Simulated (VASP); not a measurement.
Input:

```
CELL_PARAMETERS angstrom
      1.25200    -2.16853     0.00000
      1.25200     2.16853     0.00000
      0.00000     0.00000     6.66000
ATOMIC_POSITIONS crystal
  B  0.33333 0.66667 0.25000
  B  0.66667 0.33333 0.75000
  N  0.66667 0.33333 0.25000
  N  0.33333 0.66667 0.75000
```

Computed with PBE GGA, VASP's PBE PAW potentials (set 64) (plane waves; VASP 6.6.1). Numerical set-up: 520 eV cut-off, 8×8×3 Γ-centred mesh, Gaussian smearing of 0.050 eV, potentials B N.

Give the stress tensor in GPa (positive for a compressed cell).

```
3.74  0.00  0.00
0.00  3.74  0.00
0.00  0.00  2.72
```
The pressure is its mean diagonal, 3.40 GPa.

The compound is BN in the hex structure. The cell was not relaxed at this level.
